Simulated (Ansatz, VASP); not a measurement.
# SnTe: VASP beside Ansatz, part 2 of 2

Aim: how closely do two programs agree when they are given the same cell, functional and k mesh?

VASP 6.6.1 and Ansatz 0.2.0.

So far. Step 2 (VASP: single point, PBE): The run ends at a pressure of 1.89 GPa. Step 3 (Ansatz: single point, PBE): The run ends at a pressure of 1.97 GPa.

### 7. Comparison

Compared:

| quantity | Ansatz | VASP | difference |
| --- | --- | --- | --- |
| pressure (GPa) | 2.03 | 1.99 | +0.03 |
| gap over the path points (eV) | 0.058 | 0.059 | 0.000 |

Levels at points of the path, from each program's valence-band top (eV; 4 filled, then empty):

| k (reciprocal lattice) | Ansatz | VASP |
| --- | --- | --- |
| 0.000 0.000 0.000 | -4.72 -2.15 -2.15 -2.15 3.32 3.32 3.32 | -4.71 -2.14 -2.14 -2.14 3.32 3.32 3.32 |
| 0.167 0.000 0.167 | -5.81 -2.64 -2.64 -0.79 0.92 3.50 3.50 | -5.81 -2.64 -2.64 -0.78 0.91 3.50 3.50 |
| 0.333 0.000 0.333 | -6.67 -3.62 -3.41 -3.41 2.55 3.80 4.29 | -6.67 -3.62 -3.41 -3.41 2.55 3.80 4.30 |
| 0.500 0.000 0.500 | -6.48 -5.55 -3.73 -3.73 2.19 4.88 4.88 | -6.48 -5.55 -3.73 -3.73 2.18 4.89 4.89 |
| 0.500 0.083 0.583 | -6.77 -5.47 -3.91 -3.16 2.54 3.88 5.00 | -6.77 -5.47 -3.91 -3.16 2.53 3.88 5.00 |
| 0.500 0.183 0.683 | -7.25 -5.14 -4.43 -1.62 1.74 3.68 5.40 | -7.26 -5.14 -4.43 -1.61 1.74 3.67 5.40 |
| 0.500 0.250 0.750 | -7.37 -4.81 -4.81 -0.84 0.83 4.61 4.61 | -7.37 -4.81 -4.81 -0.83 0.83 4.60 4.60 |
| 0.450 0.300 0.750 | -7.39 -5.03 -4.33 -1.40 1.42 3.97 5.20 | -7.39 -5.03 -4.33 -1.40 1.42 3.97 5.19 |
| 0.408 0.342 0.750 | -7.41 -5.13 -3.68 -2.23 2.31 3.54 4.48 | -7.41 -5.13 -3.68 -2.23 2.31 3.54 4.47 |
| 0.350 0.350 0.700 | -7.60 -4.99 -3.03 -2.40 2.50 2.75 4.72 | -7.60 -4.99 -3.03 -2.40 2.50 2.75 4.71 |

Among the levels compared at these points, filled levels agree within 4 meV and empty ones within 12 meV. Ansatz's pressure holds a Pulay correction of 0.03 GPa; VASP's holds none.

### 8. Ansatz: band structure, PBE, spin-orbit coupling

The same path points are solved in both programs, so levels can be compared one by one.

input.yaml reads:

```yaml
crystal:
  lattice:
    - [0.0, 3.1565, 3.1565]
    - [3.1565, 0.0, 3.1565]
    - [3.1565, 3.1565, 0.0]
  atoms:
    - { symbol: Sn, position: [0.0, 0.0, 0.0] }
    - { symbol: Te, position: [0.5, 0.5, 0.5] }
hamiltonian:
  xc: pbe
  pseudopotentials: { kind: paw_fr }
magnetization:
  noncollinear: true
  spin_orbit: true
kpoints:
  mp_grid: { grid: [6, 6, 6] }
  band_path:
    path:
      - [0.0, 0.0, 0.0]
      - [0.16667, 0.0, 0.16667]
      - [0.33333, 0.0, 0.33333]
      - [0.5, 0.0, 0.5]
      - [0.5, 0.08333, 0.58333]
      - [0.5, 0.18333, 0.68333]
      - [0.5, 0.25, 0.75]
      - [0.45, 0.3, 0.75]
      - [0.40833, 0.34167, 0.75]
      - [0.35, 0.35, 0.7]
      - [0.225, 0.225, 0.45]
      - [0.075, 0.075, 0.15]
      - [0.03333, 0.03333, 0.03333]
      - [0.23333, 0.23333, 0.23333]
      - [0.4, 0.4, 0.4]
      - [0.5, 0.5, 0.5]
      - [0.50833, 0.48333, 0.50833]
      - [0.51667, 0.46667, 0.51667]
      - [0.55833, 0.38333, 0.55833]
      - [0.60833, 0.28333, 0.60833]
      - [0.60833, 0.25, 0.64167]
      - [0.55833, 0.25, 0.69167]
      - [0.51667, 0.25, 0.73333]
      - [0.5, 0.3, 0.7]
      - [0.5, 0.38333, 0.61667]
      - [0.5, 0.48333, 0.51667]
      - [0.475, 0.475, 0.55]
      - [0.425, 0.425, 0.65]
      - [0.38333, 0.38333, 0.73333]
      - [0.59167, 0.18333, 0.59167]
      - [0.55, 0.1, 0.55]
      - [0.5, 0.0, 0.5]
    npoints: 1
scf:
  occupations: { method: fermi_dirac, width: 0.05 }
  n_extra_bands: 14
output:
  forces: true
  stress: true
  eigenvalues: true
  write_density: true
  write_potential: true
  elf: true
  volumetric_format: npy
```

On the command line:

```console
> ansatz run input.yaml --threads 2 --pin off --max-ram 4608MiB --backend cpu --events-out ev --progress --plain --runs-dir out
```

Numbers of over 12 decimals in the logs are rounded to 6 here.

Log:

```text
[...]
non-collinear run that drives no moment, with spin-orbit: no starting moment large enough to seed its density (crystal.atoms[].spin), no starting occupations that ask for one, no magnetisation constraint and no magnetic field, so the semilocal B_xc is pinned to zero
Crystal: 2 atoms, lattice volume = 62.900 Å³
[...]
k-point 1: bands = [... 26 lower, 7.7744, 7.7744, 8.3083, 8.3083, 11.4663, 11.4663, 12.1119, 12.1119, ... 10 higher]
  k-point 2: bands = [... 26 lower, 7.9221, 7.9221, 9.0401, 9.0401, 10.2288, 10.2288, 10.7392, 10.7392, ... 10 higher]
  k-point 15: bands = [... 26 lower, 5.2580, 5.2580, 7.7200, 7.7200, 11.6707, 11.6707, 13.0705, 13.0705, ... 10 higher]
[key lines of the parts left out:]
SCF converged after 7 iterations
Magnetization: |M| = 0.0000 μB,  M = (+0.0000, +0.0000, +0.0000) μB
Free energy (F): -13009.580726 eV
Fermi energy:    9.613340 eV
P = ⅓ Tr σ = 1.9876 GPa (19.876 kbar)
```

The job ended after 6.8 s (2 threads of Intel Xeon Platinum 8375C at 2.90GHz (Ice Lake), shared host; peak memory 0.58 GiB).

### 9. VASP: band structure, PBE, spin-orbit coupling

The same cell, functional, mesh and smearing now go to VASP, with its own data sets and cutoff.

INCAR reads:

```
SYSTEM = SnTe
PREC = Accurate
ENCUT = 400
EDIFF = 1E-06
NELM = 100
ISMEAR = -1
SIGMA = 0.05
LREAL = .FALSE.
ALGO = Normal
GGA = PE
LNONCOLLINEAR = .TRUE.
MAGMOM = 0 0 0 0 0 0
NBANDS = 32
GGA_COMPAT = .FALSE.
LASPH = .TRUE.
LSORBIT = .TRUE.
LORBIT = 11
LWAVE = .FALSE.
LCHARG = .FALSE.
KPAR = 2
```

POSCAR reads:

```
SnTe
1.0
    0.0000000000      3.1565000000      3.1565000000
    3.1565000000      0.0000000000      3.1565000000
    3.1565000000      3.1565000000      0.0000000000
Sn Te
1 1
Direct
    0.0000000000      0.0000000000      0.0000000000
    0.5000000000      0.5000000000      0.5000000000
```

KPOINTS reads:

```
Automatic mesh
0
Gamma
6 6 6
0 0 0
```

KPOINTS_OPT reads:

```
Line mode
16
Line-mode
Reciprocal
  0.00000000   0.00000000   0.00000000 GAMMA
  0.50000000   0.00000000   0.50000000 X

  0.50000000   0.00000000   0.50000000 X
  0.50000000   0.25000000   0.75000000 W

  0.50000000   0.25000000   0.75000000 W
  0.37500000   0.37500000   0.75000000 K

  0.37500000   0.37500000   0.75000000 K
  0.00000000   0.00000000   0.00000000 GAMMA

  0.00000000   0.00000000   0.00000000 GAMMA
  0.50000000   0.50000000   0.50000000 L

  0.50000000   0.50000000   0.50000000 L
  0.62500000   0.25000000   0.62500000 U

  0.62500000   0.25000000   0.62500000 U
  0.50000000   0.25000000   0.75000000 W

  0.50000000   0.25000000   0.75000000 W
  0.50000000   0.50000000   0.50000000 L

  0.50000000   0.50000000   0.50000000 L
  0.37500000   0.37500000   0.75000000 K

  0.62500000   0.25000000   0.62500000 U
  0.50000000   0.00000000   0.50000000 X
```

Potentials, in the order of the species: Sn_d and Te (PBE family, release 64).

On the command line:

```console
> mpirun -np 2 vasp_ncl
```

Log:

```text
[... set-up lines as in an earlier step ...]
 entering main loop
       N       E                     dE             d eps       ncg     rms          rms(c)
DAV:   1     0.158178528042E+03    0.15818E+03   -0.78761E+03  1064   0.124E+03
DAV:   2     0.127641422670E+02   -0.14541E+03   -0.13986E+03  1056   0.374E+02
DAV:   3    -0.686585167489E+01   -0.19630E+02   -0.19341E+02  1248   0.123E+02
DAV:   4    -0.771346871729E+01   -0.84762E+00   -0.84676E+00  1192   0.282E+01
[...]
DAV:  11    -0.769569380174E+01   -0.75696E-05   -0.82465E-06  1336   0.244E-02    0.173E-02
DAV:  12    -0.769569941784E+01   -0.56161E-05   -0.80529E-06   960   0.153E-02    0.134E-02
DAV:  13    -0.769570035544E+01   -0.93760E-06   -0.42175E-07   800   0.796E-03
   1 F= -.76957004E+01 E0= -.76951252E+01  d E =-.115025E-02  mag=     0.0000    -0.0000    -0.0000
 Start KPOINTS_OPT (optional k-point list driver)
k-point batch [1-16\160]
       N       E                     dE             ncg
DAV:   1     0.559577229286E+03   -0.32948E+04     1080
DAV:   2    -0.182076503615E+04   -0.23803E+04     1072
DAV:   3    -0.214548373148E+04   -0.32472E+03     1288
DAV:   4    -0.215809549870E+04   -0.12612E+02     1200
DAV:   5    -0.215858908393E+04   -0.49359E+00     1552
DAV:   6    -0.215859755463E+04   -0.84707E-02     1336
DAV:   7    -0.215859781257E+04   -0.25794E-03     1560
DAV:   8    -0.215859781557E+04   -0.30051E-05     1104
DAV:   9    -0.215859781569E+04   -0.12147E-06      816
[...]
k-point batch [145-160\160]
       N       E                     dE             ncg
DAV:   1     0.401138544682E+03   -0.83538E+04     1040
DAV:   2    -0.196569170325E+04   -0.23668E+04     1040
DAV:   3    -0.225811829906E+04   -0.29243E+03     1352
DAV:   4    -0.226894523983E+04   -0.10827E+02     1192
DAV:   5    -0.226940492073E+04   -0.45968E+00     1560
DAV:   6    -0.226941001393E+04   -0.50932E-02     1304
DAV:   7    -0.226941029885E+04   -0.28492E-03     1600
DAV:   8    -0.226941030092E+04   -0.20709E-05     1080
DAV:   9    -0.226941030102E+04   -0.97546E-07      824
```

Parts of OUTCAR (step 9):

```text
  Total        0.7717031      0.7717031      0.7717031      0.0000000      0.0000000      0.0000000
  in kB       19.6568285     19.6568285     19.6568285      0.0000000      0.0000000      0.0000000
  external PRESSURE =      19.6568285 kB  Pullay stress =       0.0000000 kB

  FREE ENERGIE OF THE ION-ELECTRON SYSTEM (eV)
  ---------------------------------------------------
  free  energy   TOTEN  =        -7.6957003554 eV

  energy  without entropy=       -7.6945501010  energy(sigma->0) =       -7.69512523

 magnetization (x)
# of ion       s       p       d       tot
------------------------------------------
    1        0.000   0.000  -0.000   0.000
    2       -0.000   0.000   0.000  -0.000
--------------------------------------------------
tot          0.000   0.000   0.000   0.000

 magnetization (y)
# of ion       s       p       d       tot
------------------------------------------
    1        0.000   0.000  -0.000   0.000
    2        0.000   0.000   0.000   0.000
--------------------------------------------------
tot          0.000   0.000  -0.000   0.000

 magnetization (z)
# of ion       s       p       d       tot
------------------------------------------
    1        0.000  -0.000   0.000   0.000
    2        0.000   0.000   0.000   0.000
--------------------------------------------------
tot          0.000  -0.000   0.000   0.000

[... 2 parts as in an earlier step ...]

[... 2 further parts left out ...]
[key lines of the parts left out:]
E-fermi :   6.9003
```

The run ends at a pressure of 1.97 GPa.

### 10. Side by side

What differs besides the data sets and the points named for the pairs above, as far as they apply: spin-orbit coupling enters by fully relativistic files in Ansatz and inside the spheres in VASP; the data sets hold 30 valence electrons in Ansatz (fully relativistic PAW (standard-fr) files) and 20 in VASP. Total energies have different zeros and are not compared.

Compared:

| quantity | Ansatz | VASP | difference |
| --- | --- | --- | --- |
| pressure (GPa) | 1.99 | 1.97 | +0.02 |
| gap over the path points (eV) | 0.192 | 0.184 | +0.007 |

Levels at points of the path, from each program's valence-band top (eV; 8 filled, then empty):

```csv
k (reciprocal lattice),Ansatz,VASP
0.000 0.000 0.000,-4.58 -4.58 -2.59 -2.59 -1.75 -1.75 -1.75 -1.75 2.87 2.87 3.72 3.72 3.72 3.72,-4.59 -4.59 -2.58 -2.58 -1.76 -1.76 -1.76 -1.76 2.89 2.89 3.71 3.71 3.71 3.71
0.167 0.000 0.167,-5.68 -5.68 -2.83 -2.83 -2.27 -2.27 -0.64 -0.64 1.03 1.03 3.35 3.35 3.75 3.75,-5.69 -5.69 -2.82 -2.82 -2.28 -2.28 -0.64 -0.64 1.02 1.02 3.36 3.36 3.73 3.73
0.333 0.000 0.333,-6.54 -6.54 -3.65 -3.65 -3.40 -3.40 -3.07 -3.07 2.69 2.69 3.91 3.91 4.08 4.08,-6.55 -6.55 -3.64 -3.64 -3.41 -3.41 -3.08 -3.08 2.67 2.67 3.91 3.91 4.10 4.10
0.500 0.000 0.500,-6.34 -6.34 -5.46 -5.46 -3.84 -3.84 -3.40 -3.40 2.32 2.32 4.61 4.61 5.36 5.36,-6.35 -6.35 -5.46 -5.46 -3.84 -3.84 -3.41 -3.41 2.30 2.30 4.63 4.63 5.35 5.35
0.500 0.083 0.583,-6.63 -6.63 -5.37 -5.37 -3.85 -3.85 -2.99 -2.99 2.67 2.67 3.90 3.90 5.19 5.19,-6.64 -6.64 -5.37 -5.37 -3.85 -3.85 -3.00 -3.00 2.65 2.65 3.91 3.91 5.19 5.19
0.500 0.183 0.683,-7.12 -7.12 -5.04 -5.04 -4.32 -4.32 -1.50 -1.50 1.84 1.84 3.80 3.80 5.48 5.48,-7.13 -7.13 -5.05 -5.05 -4.33 -4.33 -1.50 -1.50 1.83 1.83 3.78 3.78 5.48 5.48
0.500 0.250 0.750,-7.24 -7.24 -4.79 -4.79 -4.62 -4.62 -0.73 -0.73 0.94 0.94 4.62 4.62 4.85 4.85,-7.25 -7.25 -4.80 -4.80 -4.63 -4.63 -0.73 -0.73 0.94 0.94 4.61 4.61 4.83 4.83
0.450 0.300 0.750,-7.25 -7.25 -4.94 -4.94 -4.22 -4.22 -1.28 -1.28 1.52 1.52 4.09 4.09 5.30 5.30,-7.27 -7.27 -4.94 -4.94 -4.22 -4.22 -1.28 -1.28 1.52 1.52 4.08 4.08 5.30 5.30
0.408 0.342 0.750,-7.28 -7.28 -5.03 -5.03 -3.59 -3.59 -2.09 -2.09 2.38 2.38 3.68 3.68 4.61 4.61,-7.29 -7.29 -5.04 -5.04 -3.59 -3.59 -2.09 -2.09 2.39 2.39 3.67 3.67 4.60 4.60
0.350 0.350 0.700,-7.47 -7.47 -4.89 -4.89 -2.98 -2.98 -2.23 -2.23 2.46 2.46 3.01 3.01 4.84 4.84,-7.48 -7.48 -4.89 -4.89 -2.98 -2.98 -2.24 -2.24 2.47 2.47 3.00 3.00 4.82 4.82
```

Among the levels compared at these points, filled levels agree within 18 meV and empty ones within 24 meV. Ansatz's pressure holds a Pulay correction of 0.03 GPa; VASP's holds none.

### 11. What came out

```json
{"difference in gap on the k mesh (single point, PBE)": "0.0013 eV", "difference in gap over the path points (band structure, PBE)": "-1.0e-4 eV", "difference in gap over the path points (band structure, PBE, spin-orbit coupling)": "0.0074 eV"}
```

**Reading.** The difference in gap over the path points is 0.0074 eV (band structure, PBE, spin-orbit coupling), within the 0.08 eV picked in this series as the mark of a large difference. 1 further run of this series is not shown here. How closely two codes agree says nothing of how well the functional describes the real material.

[Lines on the potential files, build, host, timing and source positions are cut from VASP's logs without a mark.]

[Logs are printed without paths, hosts, clocks, repeated set-up lines and the standing remarks that a program may print on its own settings, such as how far it seeks lower states.]

[Hosts, paths, dates, database ids (printed as entryN), source tags and the programs' standing remarks are cut or masked in the printed files.]
